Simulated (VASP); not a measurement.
The input files of a VASP run:

### INCAR
```
SYSTEM = PrCuO2
PREC = Accurate
ENCUT = 520
EDIFF = 1E-6
NELM = 25
ALGO = VeryFast
LREAL = .FALSE.
LASPH = .TRUE.
ISMEAR = 0
SIGMA = 0.05
GGA = PE
LMAXMIX = 6
LWAVE = .FALSE.
LCHARG = .FALSE.
ISIF = 2
HFSCREEN = 0.2
AEXX = 0.25
LHFCALC = .TRUE.
PRECFOCK = Fast
ISYM = 3
```

**KPOINTS**
```
Automatic mesh
0
Gamma
2 2 2
0 0 0
```

POSCAR:
```
PrCuO2
1
    1.8941550000     1.0935910000     5.6705200000
   -1.8941550000     1.0935910000     5.6705200000
    0.0000000000    -2.1871820000     5.6705200000
Pr Cu O
1 1 2
Direct
  0.5000000000   0.5000000000   0.5000000000
  0.0000000000   0.0000000000   0.0000000000
  0.8942060000   0.8942060000   0.8942060000
  0.1057940000   0.1057940000   0.1057940000
```

POTCAR, in this order: Pr_3 Cu O (PBE.64 set). Program: vasp_std.

Output of the run:

**standard output**
```
 POSCAR found type information on POSCAR PrCuO
 POSCAR found :  3 types and       4 ions
 Reading from existing POTCAR
 Reading from existing POTCAR
 LDA part: xc-table for (Slater+PW92), standard interpolation
 POSCAR, INCAR and KPOINTS ok, starting setup
 WAVECAR not read
 entering main loop
       N       E                     dE             d eps       ncg     rms          rms(c)
RMM:   1    -0.149154916106E+04   -0.14915E+04   -0.15007E+04    84   0.173E+03
RMM:   2    -0.173769645250E+04   -0.24615E+03   -0.38845E+03    84   0.416E+02
RMM:   3    -0.175550166428E+04   -0.17805E+02   -0.73522E+02    84   0.323E+02
RMM:   4    -0.179132578869E+04   -0.35824E+02   -0.34496E+02    84   0.225E+02
RMM:   5    -0.180075467755E+04   -0.94289E+01   -0.19206E+02    84   0.195E+02
RMM:   6    -0.180744921020E+04   -0.66945E+01   -0.12700E+02    84   0.141E+02
RMM:   7    -0.180901578661E+04   -0.15666E+01   -0.66622E+01    84   0.107E+02
RMM:   8    -0.181005348420E+04   -0.10377E+01   -0.44309E+01    84   0.754E+01
RMM:   9    -0.181349366664E+04   -0.34402E+01   -0.60245E+01   291   0.613E+01
RMM:  10    -0.181065479502E+04    0.28389E+01   -0.15424E+01   327   0.191E+01
RMM:  11    -0.180991646634E+04    0.73833E+00   -0.93953E+00   325   0.132E+01
RMM:  12    -0.180956053384E+04    0.35593E+00   -0.85698E+00   326   0.120E+01    0.150E+01
RMM:  13     0.146740457408E+03    0.19563E+04   -0.17481E+02   329   0.116E+02    0.325E+01
RMM:  14     0.122165662041E+03   -0.24575E+02   -0.23710E+02   321   0.245E+02    0.253E+01
RMM:  15     0.150671783029E+03    0.28506E+02   -0.21843E+02   320   0.156E+02    0.106E+01
RMM:  16     0.143107252187E+03   -0.75645E+01   -0.23992E+01   311   0.370E+01    0.814E+00
RMM:  17     0.149606604859E+03    0.64994E+01   -0.36248E+01   312   0.678E+01    0.450E+00
RMM:  18     0.147710122251E+03   -0.18965E+01   -0.15733E+01   314   0.310E+01    0.216E+00
RMM:  19     0.148907865213E+03    0.11977E+01   -0.11945E+01   312   0.276E+01    0.111E+00
RMM:  20     0.148438038104E+03   -0.46983E+00   -0.12187E+01   311   0.163E+01    0.666E-01
RMM:  21     0.148608955190E+03    0.17092E+00   -0.11905E+01   312   0.191E+01    0.402E-01
RMM:  22     0.148607552085E+03   -0.14031E-02   -0.11303E+01   314   0.155E+01    0.380E-01
RMM:  23     0.148676076805E+03    0.68525E-01   -0.11495E+01   315   0.182E+01    0.247E-01
RMM:  24     0.148665329917E+03   -0.10747E-01   -0.11373E+01   316   0.157E+01    0.253E-01
RMM:  25     0.148742582447E+03    0.77253E-01   -0.10859E+01   320   0.181E+01

 -----------------------------------------------------------------------------
|                                                                             |
|           W    W    AA    RRRRR   N    N  II  N    N   GGGG   !!!           |
|           W    W   A  A   R    R  NN   N  II  NN   N  G    G  !!!           |
|           W    W  A    A  R    R  N N  N  II  N N  N  G       !!!           |
|           W WW W  AAAAAA  RRRRR   N  N N  II  N  N N  G  GGG   !            |
|           WW  WW  A    A  R   R   N   NN  II  N   NN  G    G                |
|           W    W  A    A  R    R  N    N  II  N    N   GGGG   !!!           |
|                                                                             |
|     The electronic self-consistency was not achieved in the given           |
|     number of steps (NELM). The forces and other quantities evaluated       |
|     might not be reliable so examine the results carefully. If you find     |
|     spurious results, we suggest increasing NELM, if you were close to      |
|     convergence or switching to a different ALGO or adjusting the           |
|     density mixing parameters otherwise.                                    |
|                                                                             |
 -----------------------------------------------------------------------------

   1 F= 0.14874258E+03 E0= 0.14874258E+03  d E =-.178370E-15
```

**OUTCAR**
```
------------------------ aborting loop EDIFF was not reached (unconverged)  ----------------------------
  FORCE on cell =-STRESS in cart. coord.  units (eV):
  Direction    XX          YY          ZZ          XY          YZ          ZX
  --------------------------------------------------------------------------------------
  Total     -162.1459623   -162.1459923   -150.5756249      0.0000000      0.0000000      0.0000000
  in kB    -3686.1426836  -3686.1433636  -3423.1086003      0.0000000      0.0000000      0.0000000
  external PRESSURE =   -3598.4648825 kB  Pullay stress =       0.0000000 kB
  volume of cell :       70.48
      direct lattice vectors                 reciprocal lattice vectors
     1.894155000  1.093591000  5.670520000     0.263969950  0.152403107  0.058783557
    -1.894155000  1.093591000  5.670520000    -0.263969950  0.152403107  0.058783557
     0.000000000 -2.187182000  5.670520000     0.000000000 -0.304806215  0.058783557
 POSITION                                       TOTAL-FORCE (eV/Angst)
 -----------------------------------------------------------------------------------
      0.00000      0.00000      8.50578        -0.000000     -0.000000      0.000000
      0.00000      0.00000      0.00000         0.000000      0.000000      0.000000
      0.00000      0.00000     15.21184         0.000000      0.000000      0.586428
      0.00000      0.00000      1.79972        -0.000000     -0.000000     -0.586428
 -----------------------------------------------------------------------------------
    total drift:                               -0.222145      0.143458     -0.463767
  FREE ENERGIE OF THE ION-ELECTRON SYSTEM (eV)
  ---------------------------------------------------
  free  energy   TOTEN  =       148.7425824474 eV

  energy  without entropy=      148.7425824474  energy(sigma->0) =      148.74258245

  exchange ACFDT corr.  =        -0.00000000  see jH, gK, PRB 81, 115126
```
(Selected blocks of OUTCAR.)

Task: Read input and log: which fault does this run have?
(A) POTIM is too large for the ionic optimiser
(B) the lattice was typed in bohr, and VASP reads ångström
(C) a hybrid functional was run with ALGO = VeryFast
(D) SIGMA is far too large

Result: C, a hybrid functional was run with ALGO = VeryFast. Convergence was not reached. Against the sound run, the energy per atom (σ→0) rises by 45.257 eV/atom; the pressure decreases by 359.31 GPa; the largest force goes up by 0.497 eV/Å; the band gap drops by 2.62 eV.

To mend it, set ALGO = Normal.

The mended run (HSE06 screened hybrid, plane waves, VASP's PBE PAW potentials (set 64)) converges, and its OSZICAR ends with
```
   1 F= -.32286456E+02 E0= -.32286456E+02  d E =-.252932E-24
```

The structure comes from a computed database's PrCuO2 entry (R-3m); how it stands against other phases isn't given here. The cell was not relaxed at this level. The 4f electrons are frozen in the core of the lanthanide potential, so 4f levels, which can set the real gap, and their magnetism are missing.
